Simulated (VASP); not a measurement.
Sn (beta) is relaxed at rising pressure, each step from the one before. Symmetry mostly holds the structure type, and other phases were not tried. The mesh follows the cell, and a change of mesh leaves a small step in the series.

Given:

```xyz
2
Lattice="-2.8891 2.8891 1.5668 2.8891 -2.8891 1.5668 2.8891 2.8891 -1.5668" Properties=species:S:1:pos:R:3 pbc="T T T"
Sn     2.8891     0.0000     0.7834
Sn     0.0000     0.0000     0.0000
```

All values below come from LDA (Ceperley-Alder, Perdew-Zunger), VASP's LDA PAW potentials (set 64) (plane waves; VASP 6.6.1). Settings: 500 eV cut-off, 13×13×13 Γ-centred mesh, first-order Methfessel-Paxton smearing of 0.10 eV, potentials Sn_d.

Unless said otherwise, spin-orbit coupling is left out, though it shifts the bands of the heavy elements here.

```json
[
 {"P (GPa)": "0", "V (Å³/atom)": "26.16", "H − H(0) (eV/atom)": "0.000", "space group": "I4_1/amd", "gap on the mesh (eV)": "0.00", "k-mesh": "13×13×13"},
 {"P (GPa)": "5", "V (Å³/atom)": "24.41", "H − H(0) (eV/atom)": "0.788", "space group": "I4_1/amd", "gap on the mesh (eV)": "0.00", "k-mesh": "13×13×13"},
 {"P (GPa)": "10", "V (Å³/atom)": "23.15", "H − H(0) (eV/atom)": "1.534", "space group": "I4_1/amd", "gap on the mesh (eV)": "0.00", "k-mesh": "14×14×14"},
 {"P (GPa)": "20", "V (Å³/atom)": "21.37", "H − H(0) (eV/atom)": "2.920", "space group": "I4_1/amd", "gap on the mesh (eV)": "0.00", "k-mesh": "14×14×14"},
 {"P (GPa)": "30", "V (Å³/atom)": "___", "H − H(0) (eV/atom)": "___", "space group": "I4_1/amd", "gap on the mesh (eV)": "0.00", "k-mesh": "14×14×14"},
 {"P (GPa)": "45", "V (Å³/atom)": "___", "H − H(0) (eV/atom)": "___", "space group": "I4_1/amd", "gap on the mesh (eV)": "0.00", "k-mesh": "15×15×15"}
]
```

Task: Fill in the missing entries.

Result: 
- 45, V (Å³/atom): 18.75
- 45, H − H(0) (eV/atom): 6.028
- 30, V (Å³/atom): 20.12
- 30, H − H(0) (eV/atom): 4.213

Pressures at which the relaxation failed are left out.

The compound is Sn in the beta structure.
